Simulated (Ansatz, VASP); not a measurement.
# Cross-check of Te2Pt (1T-PtTe2 4 layers, AA) between VASP and Ansatz, part 2 of 2

Wanted: the spread between two codes on one cell, functional and k mesh. The cell is taken from a series of runs on this material, whose earlier steps may have relaxed, scaled, displaced or heated it; both programs get it as it stands.

VASP 6.6.1 and Ansatz 0.2.0.

So far: Starting point; Ansatz: single point, PBE with D3(BJ).

## 3. VASP: single point, PBE with D3(BJ)

Level of this step: PBE with D3(BJ); plane waves and PAW (Te, Pt) (VASP).

The same cell, functional, mesh and smearing now go to VASP, with its own data sets.

Lines of VASP's logs that name or quote its potential files are left out, and so is its time.

Contents of INCAR:

```
SYSTEM = Te2Pt
PREC = Accurate
ENCUT = 400
EDIFF = 1E-06
NELM = 120
ISMEAR = -1
SIGMA = 0.02585
LREAL = .FALSE.
ALGO = Normal
GGA = PE
IVDW = 12
NBANDS = 56
LASPH = .TRUE.
LORBIT = 11
LWAVE = .FALSE.
LCHARG = .FALSE.
ISIF = 2
LDIPOL = .TRUE.
IDIPOL = 3
DIPOL = 0.5 0.5 0.5
LVHAR = .TRUE.
GGA_COMPAT = .FALSE.
NELMDL = -8
KPAR = 2
```

Contents of POSCAR:

```
Te2Pt
1.0
    4.0336012010      0.0000000000      0.0000000000
   -2.0168006005      3.4932011088      0.0000000000
    0.0000000000      0.0000000000     36.1374140466
Te Pt
8 4
Direct
    0.6666666667      0.3333333333      0.2490493644
    0.3333333333      0.6666666667      0.3250005123
    0.6666666667      0.3333333333      0.3913008642
    0.3333333333      0.6666666667      0.4670912402
    0.6666666667      0.3333333333      0.5329087598
    0.3333333333      0.6666666667      0.6086991358
    0.6666666667      0.3333333333      0.6749994877
    0.3333333333      0.6666666667      0.7509506356
    0.0000000000      0.0000000000      0.2876209736
    0.0000000000      0.0000000000      0.4291132795
    0.0000000000      0.0000000000      0.5708867205
    0.0000000000      0.0000000000      0.7123790264
```

Contents of KPOINTS:

```
Automatic mesh
0
Gamma
12 12 1
0 0 0
```

PAW data sets: Te and Pt (PBE family, release 64).

Command:

```sh
$ mpirun -np 2 vasp_std
```

Numbers of over 12 decimals in the logs are rounded to 6 here.

What it wrote:

```text
[banner, memory and clock lines left out]
running    2 mpi-ranks, on    1 nodes
 distrk:  each k-point on    1 cores,    2 groups
 distr:  one band on    1 cores,    1 groups

 POSCAR found type information on POSCAR TePt
 POSCAR found :  2 types and      12 ions
 LDA part: xc-table for (Slater+PW92), standard interpolation
 POSCAR, INCAR and KPOINTS ok, starting setup
 FFT: planning ... GRIDC
 FFT: planning ... GRID_SOFT
 FFT: planning ... GRID
 WAVECAR not read
 entering main loop
       N       E                     dE             d eps       ncg     rms          rms(c)
DAV:   1     0.517172417281E+03    0.51717E+03   -0.29374E+04  2128   0.104E+03
DAV:   2    -0.808232716942E+01   -0.52525E+03   -0.50273E+03  2800   0.210E+02
DAV:   3    -0.539575849619E+02   -0.45875E+02   -0.44712E+02  2544   0.642E+01
DAV:   4    -0.555509646282E+02   -0.15934E+01   -0.15835E+01  2808   0.125E+01
DAV:   5    -0.555961154181E+02   -0.45151E-01   -0.45120E-01  2856   0.240E+00
DAV:   6    -0.555977707650E+02   -0.16553E-02   -0.16552E-02  2888   0.388E-01
DAV:   7    -0.555978328277E+02   -0.62063E-04   -0.62061E-04  2944   0.771E-02
DAV:   8    -0.555978357793E+02   -0.29517E-05   -0.29514E-05  2488   0.135E-02    0.254E+01
DAV:   9    -0.545069934853E+02    0.10908E+01   -0.86332E+00  2392   0.159E+01    0.181E+01
DAV:  10    -0.544854643435E+02    0.21529E-01   -0.53265E+00  2424   0.131E+01    0.652E+00
DAV:  11    -0.543963742191E+02    0.89090E-01   -0.48519E+00  2624   0.125E+01    0.376E+00
DAV:  12    -0.540122552382E+02    0.38412E+00   -0.23778E+00  2736   0.831E+00    0.150E+00
DAV:  13    -0.539869890623E+02    0.25266E-01   -0.38645E-01  2360   0.302E+00    0.683E-01
DAV:  14    -0.539903251528E+02   -0.33361E-02   -0.47799E-02  2384   0.736E-01    0.554E-01
[...]
DAV:  21    -0.539894523167E+02   -0.23673E-04   -0.67074E-06  2152   0.108E-02    0.143E-02
DAV:  22    -0.539894588480E+02   -0.65313E-05   -0.13865E-06  1632   0.375E-03    0.930E-03
DAV:  23    -0.539894719508E+02   -0.13103E-04   -0.10907E-06  1664   0.293E-03    0.525E-03
DAV:  24    -0.539894914649E+02   -0.19514E-04   -0.37655E-06  1856   0.483E-03    0.476E-03
DAV:  25    -0.539894940951E+02   -0.26302E-05   -0.24717E-07  1600   0.167E-03    0.426E-03
DAV:  26    -0.539894974064E+02   -0.33113E-05   -0.24906E-07  1504   0.150E-03    0.341E-03
DAV:  27    -0.539894992609E+02   -0.18545E-05   -0.10761E-07  1432   0.701E-04    0.244E-03
DAV:  28    -0.539894998917E+02   -0.63079E-06   -0.46934E-08  1408   0.512E-04
   1 F= -.60062952E+02 E0= -.60056474E+02  d E =-.129568E-01
```

Parts of OUTCAR (step 3):

```text
ion  position               nearest neighbor table
   1  0.667  0.333  0.249-   9 2.71   9 2.71   9 2.71   2 3.60   2 3.60   2 3.60
   2  0.333  0.667  0.325-   9 2.69   9 2.69   9 2.69   3 3.34   3 3.34   3 3.34   1 3.60   1 3.60
                             1 3.60
   3  0.667  0.333  0.391-  10 2.70  10 2.70  10 2.70   2 3.34   2 3.34   2 3.34   4 3.60   4 3.60
                             4 3.60
   4  0.333  0.667  0.467-  10 2.70  10 2.70  10 2.70   5 3.33   5 3.33   5 3.33   3 3.60   3 3.60
                             3 3.60
   5  0.667  0.333  0.533-  11 2.70  11 2.70  11 2.70   4 3.33   4 3.33   4 3.33   6 3.60   6 3.60
                             6 3.60
   6  0.333  0.667  0.609-  11 2.70  11 2.70  11 2.70   7 3.34   7 3.34   7 3.34   5 3.60   5 3.60
                             5 3.60
   7  0.667  0.333  0.675-  12 2.69  12 2.69  12 2.69   6 3.34   6 3.34   6 3.34   8 3.60   8 3.60
                             8 3.60
   8  0.333  0.667  0.751-  12 2.71  12 2.71  12 2.71   7 3.60   7 3.60   7 3.60
   9  0.000  0.000  0.288-   2 2.69   2 2.69   2 2.69   1 2.71   1 2.71   1 2.71
  10  0.000  0.000  0.429-   3 2.70   3 2.70   3 2.70   4 2.70   4 2.70   4 2.70
  11  0.000  0.000  0.571-   6 2.70   6 2.70   6 2.70   5 2.70   5 2.70   5 2.70
  12  0.000  0.000  0.712-   7 2.69   7 2.69   7 2.69   8 2.71   8 2.71   8 2.71

  LATTYP: Found a hexagonal cell.
 ALAT       =     4.0336012010
 C/A-ratio  =     8.9590944285

 Subroutine GETGRP returns: Found 12 space group operations
 (whereof 12 operations were pure point group operations)

The static configuration has the point symmetry D_3d.

 Found     19 irreducible k-points:

   k-points           NKPTS =     19   k-points in BZ     NKDIM =     19   number of bands    NBANDS=     56

   dimension x,y,z NGX =    28 NGY =   28 NGZ =  240
   dimension x,y,z NGXF=    56 NGYF=   56 NGZF=  480

   ENCUT  =  400.0 eV  29.40 Ry    5.42 a.u.   6.58  6.58 58.93*2*pi/ulx,y,z

   NELECT =      88.0000    total number of electrons

 k-points in reciprocal lattice and weights: Automatic mesh
   0.00000000  0.00000000  0.00000000       0.007
   0.08333333  0.00000000  0.00000000       0.042
   0.16666667  0.00000000  0.00000000       0.042
   0.25000000 -0.00000000  0.00000000       0.042
   0.33333333  0.00000000  0.00000000       0.042
   0.41666667 -0.00000000  0.00000000       0.042
   0.50000000 -0.00000000  0.00000000       0.021
   0.08333333  0.08333333  0.00000000       0.042
   0.16666667  0.08333333  0.00000000       0.083
[...]
0.33333333  0.25000000  0.00000000       0.083
   0.33333333  0.33333333  0.00000000       0.014

 dipolmoment           0.000000      0.000000      0.000000 electrons x Angstroem

 average (electrostatic) potential at core
       1 -91.8634       2 -92.1676       3 -92.1455       4 -92.1586       5 -92.1586
       6 -92.1455       7 -92.1676       8 -91.8634       9 -71.6727      10 -71.6537
      11 -71.6537      12 -71.6727

 E-fermi :   3.1545

 k-point     1 :       0.0000    0.0000    0.0000
  band No.  band energies     occupation
    ...
     38       2.5068      2.00000
     39       2.5068      2.00000
     40       2.5117      2.00000
     41       2.6817      2.00000
     42       2.6817      2.00000
     43       3.4593      0.00002
     44       4.1600      0.00000
     45       4.1600      0.00000
     46       4.3258      0.00000
     47       4.5997      0.00000
    ...

 k-point     2 :       0.0833    0.0000    0.0000
  band No.  band energies     occupation
    ...
     38       2.1804      2.00000
     39       2.3601      2.00000
     40       2.4432      2.00000
     41       2.6569      2.00000
     42       3.1254      1.50990
     43       3.3611      0.00068
     44       3.7713      0.00000
     45       4.0183      0.00000
     46       4.1677      0.00000
     47       4.5050      0.00000
    ...

 k-point     3 :       0.1667    0.0000    0.0000
  band No.  band energies     occupation
    ...
     39       2.0718      2.00000
     40       2.2291      2.00000
     41       2.3515      2.00000
     42       2.5003      2.00000
     43       2.8297      1.99999
     44       3.3736      0.00042
     45       3.7895      0.00000
     46       3.8904      0.00000
     47       4.0296      0.00000
     48       4.3383      0.00000
    ...

 Edisp (eV)   -6.07345

  Total      -0.45475    -0.45475    -0.34041     0.00000     0.00000     0.00000
  in kB      -1.43092    -1.43092    -1.07112     0.00000     0.00000     0.00000
  external pressure =       -1.31 kB  Pullay stress =        0.00 kB

  energy-cutoff  :      400.00
  volume of cell :      509.18
      direct lattice vectors                 reciprocal lattice vectors
     4.033601201  0.000000000  0.000000000     0.247917419  0.143135189  0.000000000
    -2.016800600  3.493201109  0.000000000     0.000000000  0.286270377  0.000000000
     0.000000000  0.000000000 36.137414047     0.000000000  0.000000000  0.027672152

 POSITION                                       TOTAL-FORCE (eV/Angst)
 -----------------------------------------------------------------------------------
      2.01680      1.16440      9.00000        -0.000000      0.000000      0.014131
     -0.00000      2.32880     11.74468         0.000000     -0.000000     -0.008790
      2.01680      1.16440     14.14060        -0.000000     -0.000000      0.006647
     -0.00000      2.32880     16.87947        -0.000000     -0.000000     -0.003701
      2.01680      1.16440     19.25794         0.000000      0.000000      0.003701
     -0.00000      2.32880     21.99681         0.000000      0.000000     -0.006647
      2.01680      1.16440     24.39274         0.000000      0.000000      0.008790
     -0.00000      2.32880     27.13741         0.000000     -0.000000     -0.014131
      0.00000      0.00000     10.39388        -0.000000      0.000000      0.005615
      0.00000      0.00000     15.50704        -0.000000     -0.000000     -0.003027
      0.00000      0.00000     20.63037        -0.000000      0.000000      0.003027
      0.00000      0.00000     25.74354        -0.000000      0.000000     -0.005615
 -----------------------------------------------------------------------------------
    total drift:                                0.000000     -0.000000      0.000000

  FREE ENERGIE OF THE ION-ELECTRON SYSTEM (eV)
  ---------------------------------------------------
  free  energy   TOTEN  =       -60.0629524155 eV

  energy  without entropy=      -60.0499955671  energy(sigma->0) =      -60.05647399

 vacuum level on the upper side and lower side of the slab         7.532         7.532

 total charge
# of ion       s       p       d       tot
------------------------------------------
    1        1.387   1.888   0.052   3.327
    2        1.396   1.860   0.076   3.332
    3        1.396   1.865   0.074   3.334
    4        1.398   1.860   0.075   3.332
    5        1.398   1.860   0.075   3.332
    6        1.396   1.865   0.074   3.334
    7        1.396   1.860   0.076   3.332
    8        1.387   1.888   0.052   3.327
    9        0.669   0.636   8.067   9.372
   10        0.673   0.625   8.094   9.392
   11        0.673   0.625   8.094   9.392
   12        0.669   0.636   8.067   9.372
--------------------------------------------------
tot         13.837  17.466  32.875  64.179

[... 3 further parts left out ...]
```

## 4. Differences

Known differences besides the potentials themselves: the data sets hold 200 valence electrons in Ansatz (on its PAW soft_1 files) and 88 in VASP; the cutoff is 420 eV in Ansatz and 400 eV in VASP. Total energies have different zeros and are not compared.

The two programs side by side:

```csv
quantity,Ansatz,VASP,difference
"work function, lower of the two faces (eV)",4.36,4.38,-0.02
"work function, higher of the two faces (eV)",4.36,4.38,-0.02
```

Where the cell holds vacuum, a pressure given here is an average over it and none of the material.

## 5. Outcome

| Property | Result |
| --- | --- |
| difference in work function, lower of the two faces (single point, PBE with D3(BJ)) | -0.015 eV |

The difference in work function, lower of the two faces is -0.015 eV (single point, PBE with D3(BJ)). The data sets hold unlike numbers of valence electrons (200 in Ansatz and 88 in VASP), so part of the differences may come from the potentials. How closely two codes agree says nothing of how well the functional describes the real material.

[Lines on the potential files, build, host, timing and source positions are cut from VASP's logs without a mark.]

[Logs are printed without paths, hosts, clocks, repeated set-up lines and the standing remarks that a program may print on its own settings, such as how far it seeks lower states.]

[Hosts, paths, dates, database ids (printed as entryN), source tags and the programs' standing remarks are cut or masked in the printed files.]
